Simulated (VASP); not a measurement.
A VASP calculation is set up with these files.

### POSCAR
```
Ga
1.0
  2.2419916855  -3.8476830660   0.0000000000
  2.2419916855   3.8476830660   0.0000000000
  0.0000000000   0.0000000000   4.5963972904
Ga
4
Cartesian
  2.2419916855   2.6493734362   4.2163254363
  2.2419916855   1.1983096298   1.9181267911
  2.2419916855  -1.1983096298   2.6782704993
  2.2419916855  -2.6493734362   0.3800718541
```

### INCAR
```
LMAXMIX = 4   ! l cut-off of mixed one-centre charges
NSW = 60   ! most ionic steps
ISMEAR = 1
GGA = MK
PARAM1 = 0.1234568
ENCUT = 520   ! plane-wave cut-off (eV)
ISIF = 3
NELM = 100
LCHARG = F
PREC = Accurate
SYSTEM = Ga
LUSE_VDW = T
IBRION = 2   ! conjugate gradients
EDIFFG = -0.02
ZAB_VDW = -1.8867
PARAM2 = 0.7114
LASPH = T
EDIFF = 1E-6
AGGAC = 0.0
LWAVE = F
LREAL = F
ALGO = Normal
SIGMA = 0.1
```

**KPOINTS**
```
Automatic mesh
0
Gamma
7 7 6
0 0 0
```

POTCAR, in this order: Ga_d (PBE.64 set). Program: vasp_std.

**Question.** Write an equivalent input for Quantum ESPRESSO's pw.x.

**Answer.** One equivalent input (not run):
```
&CONTROL
  calculation = 'vc-relax'
  pseudo_dir = './pseudo'
  outdir = './out'
  tprnfor = .true.
  tstress = .true.
  nstep = 60
  forc_conv_thr = 0.00078
/
&SYSTEM
  ibrav = 0
  nat = 4
  ntyp = 1
  ecutwfc = 80
  occupations = 'smearing'
  smearing = 'methfessel-paxton'
  degauss = 0.00735
  input_dft = 'vdw-df2-b86r'
/
&ELECTRONS
  conv_thr = 7.3e-08
  electron_maxstep = 100
/
&IONS
/
&CELL
/
ATOMIC_SPECIES
  Ga 69.723 Ga.upf
CELL_PARAMETERS angstrom
     2.2419917   -3.8476831   -0.0000000
     2.2419917    3.8476831    0.0000000
     0.0000000    0.0000000    4.5963973
ATOMIC_POSITIONS crystal
  Ga   0.1557183  0.8442817  0.9173109
  Ga   0.3442817  0.6557183  0.4173109
  Ga   0.6557183  0.3442817  0.5826891
  Ga   0.8442817  0.1557183  0.0826891
K_POINTS automatic
  7 7 6 0 0 0
```
What does not carry over: the potentials are each code's own (VASP's PAW set, PseudoDojo norm-conserving files in pw.x), so ENCUT and ecutwfc are chosen apart and not converted; conv_thr bounds pw.x's estimated SCF error, while EDIFF bounds the energy change between steps; forc_conv_thr acts on force components and is met together with etot_conv_thr.

The compound is Ga in the alpha structure. It was relaxed first. The start is the result of an earlier pass.
